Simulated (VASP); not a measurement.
Output of a VASP run:

File OSZICAR:
```
       N       E                     dE             d eps       ncg     rms          rms(c)
DAV:   1     0.503781944694E+02    0.50378E+02   -0.89238E+03   696   0.134E+03
DAV:   2    -0.389517641499E+02   -0.89330E+02   -0.82347E+02   996   0.257E+02
DAV:   3    -0.422798081867E+02   -0.33280E+01   -0.33056E+01   952   0.489E+01
DAV:   4    -0.423713165181E+02   -0.91508E-01   -0.91442E-01   940   0.675E+00
DAV:   5    -0.423721246078E+02   -0.80809E-03   -0.80801E-03   908   0.690E-01    0.162E+01
DAV:   6    -0.342051906795E+02    0.81669E+01   -0.69099E+00   820   0.222E+01    0.156E+01
DAV:   7    -0.344941496807E+02   -0.28896E+00   -0.80342E-01   776   0.118E+01    0.946E+00
DAV:   8    -0.338609952684E+02    0.63315E+00   -0.19547E+00  1036   0.143E+01    0.282E+00
DAV:   9    -0.344927939592E+02   -0.63180E+00   -0.11785E+00  1268   0.117E+01    0.102E+00
DAV:  10    -0.345203415556E+02   -0.27548E-01   -0.99125E-02   796   0.377E+00    0.421E-01
DAV:  11    -0.344627969986E+02    0.57545E-01   -0.51522E-02   704   0.316E+00    0.643E-01
DAV:  12    -0.345235280358E+02   -0.60731E-01   -0.33376E-02   700   0.259E+00    0.172E-01
DAV:  13    -0.345214103613E+02    0.21177E-02   -0.39192E-03   876   0.771E-01    0.804E-02
DAV:  14    -0.345230727731E+02   -0.16624E-02   -0.13185E-03   712   0.512E-01    0.917E-02
DAV:  15    -0.345227652135E+02    0.30756E-03   -0.35647E-04   768   0.226E-01    0.369E-02
DAV:  16    -0.345228224495E+02   -0.57236E-04   -0.97367E-05   968   0.108E-01    0.177E-02
DAV:  17    -0.345228489596E+02   -0.26510E-04   -0.26279E-05   728   0.642E-02    0.118E-02
DAV:  18    -0.345228436903E+02    0.52692E-05   -0.18183E-06   644   0.181E-02    0.639E-03
DAV:  19    -0.345228460748E+02   -0.23845E-05   -0.77715E-07   496   0.120E-02    0.419E-03
DAV:  20    -0.345228450408E+02    0.10340E-05   -0.13686E-06   492   0.180E-02    0.533E-04
DAV:  21    -0.345228463791E+02   -0.13383E-05   -0.12128E-07   380   0.413E-03    0.759E-04
DAV:  22    -0.345228462598E+02    0.11928E-06   -0.19592E-08   356   0.166E-03
   1 F= -.34522846E+02 E0= -.34522846E+02  d E =-.345228E+02
```

**OUTCAR**
```
------------------------ aborting loop because EDIFF is reached ----------------------------------------
  FORCE on cell =-STRESS in cart. coord.  units (eV):
  Direction    XX          YY          ZZ          XY          YZ          ZX
  --------------------------------------------------------------------------------------
  Total       -0.0100869     -0.0100869     -0.0100869     -0.0000000      0.0000000      0.0000000
  in kB       -0.4705235     -0.4705235     -0.4705235     -0.0000000      0.0000000      0.0000000
  external PRESSURE =      -0.4705235 kB  Pullay stress =       0.0000000 kB
  volume of cell :       34.35
      direct lattice vectors                 reciprocal lattice vectors
     0.000000000  2.580000000  2.580000000    -0.193798450  0.193798450  0.193798450
     2.580000000  0.000000000  2.580000000     0.193798450 -0.193798450  0.193798450
     2.580000000  2.580000000  0.000000000     0.193798450  0.193798450 -0.193798450
  FREE ENERGIE OF THE ION-ELECTRON SYSTEM (eV)
  ---------------------------------------------------
  free  energy   TOTEN  =       -34.5228462598 eV

  energy  without entropy=      -34.5228462598  energy(sigma->0) =      -34.52284626

 reached required accuracy - stopping structural energy minimisation
```
(Selected blocks of OUTCAR.)

### POSCAR
```
SrO
1
    0.0000000000     2.5800000000     2.5800000000
    2.5800000000     0.0000000000     2.5800000000
    2.5800000000     2.5800000000     0.0000000000
Sr O
1 1
Direct
  0.0000000000   0.0000000000   0.0000000000
  0.5000000000   0.5000000000   0.5000000000
```

**Question.** Write an INCAR and KPOINTS that could have produced this output.

**Answer.** This is not unique; one that fits is the input of the run itself, SCAN meta-GGA, plane waves, VASP's PBE PAW potentials (set 64).

### INCAR
```
ALGO  =  Normal
EDIFF  =  1E-6
EDIFFG  =  -0.01
ENCUT  =  520
IBRION  =  2
ISIF  =  3
ISMEAR  =  0
LASPH  =  .True.
LCHARG  =  .False.
LMAXMIX  =  4
LMIXTAU  =  .True.
LREAL  =  .False.
LWAVE  =  .False.
METAGGA  =  SCAN
NELM  =  100
NSW  =  60
PREC  =  Accurate
SIGMA  =  0.05
SYSTEM  =  SrO
```

File KPOINTS:
```
Automatic mesh
0
Gamma
8 8 8
0 0 0
```

POTCAR, in this order: Sr_sv O (PBE.64 set). Program: vasp_std.

The compound is SrO in the rock salt structure. The cell was not relaxed at this level.
